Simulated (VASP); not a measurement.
A run of VASP 6.6.1:

INCAR

```
SYSTEM = YAl3N4
PREC     = Accurate       ! precision mode
ENCUT    = 600            ! plane-wave cutoff, eV
EDIFF    = 1E-6           ! SCF threshold, eV
ISMEAR   = 0              ! smearing method
SIGMA    = 0.05           ! smearing width, eV
LREAL    = .False.        ! projectors in reciprocal space
LASPH    = .True.         ! aspherical terms in the spheres
NELM     = 80             ! most SCF steps
ALGO     = Normal         ! electronic algorithm
ISIF     = 3              ! what is computed and relaxed
LWAVE    = .False.        ! write WAVECAR
LCHARG   = .False.        ! write CHGCAR
GGA      = PS             ! functional
IBRION   = 2              ! ionic algorithm
NSW      = 60             ! ionic steps
EDIFFG   = -0.01          ! ionic threshold
```

The input KPOINTS:

```
regular mesh
0
Gamma
  4 4 5
  0 0 0
```

Contents of POSCAR:

```
YAl3N4
1.0
    6.6333600000      0.0000000000      0.0000000000
   -3.3166800000      5.7446582724      0.0000000000
    0.0000000000      0.0000000000      5.1143000000
Al Y N
6 2 8
Direct
    0.3333333333      0.1666666667      0.5000000000
    0.1666666667      0.8333333333      0.0000000000
    0.3333333333      0.6666666667      0.5000000000
    0.6666666667      0.3333333333      0.0000000000
    0.6666666667      0.8333333333      0.0000000000
    0.8333333333      0.6666666667      0.5000000000
    0.1666666667      0.3333333333      0.0000000000
    0.8333333333      0.1666666667      0.5000000000
    0.1666666667      0.3333333333      0.3820000000
    0.3333333333      0.1666666667      0.8820000000
    0.1666666667      0.8333333333      0.3820000000
    0.3333333333      0.6666666667      0.8820000000
    0.6666666667      0.3333333333      0.3820000000
    0.8333333333      0.1666666667      0.8820000000
    0.6666666667      0.8333333333      0.3820000000
    0.8333333333      0.6666666667      0.8820000000
```

Potentials or basis: VASP PAW PBE potentials, release 64 (Al, Y_sv, N).

Run with:

```console
$ cat potpaw_PBE.64/Al/POTCAR potpaw_PBE.64/Y_sv/POTCAR potpaw_PBE.64/N/POTCAR > POTCAR
$ mpirun -np 1 vasp_std > vasp.out
```

Hardware: 1 thread of Intel(R) Xeon(R) 6975P-C (Granite Rapids) (shared host).

Problem. How long does it take, and how much memory?

Solution. Wall time 50 min on 1 thread of Intel(R) Xeon(R) 6975P-C (Granite Rapids), on a shared host, peak memory 0.49 GiB. Counts: scf iterations 180, k points 21, ion steps 24.
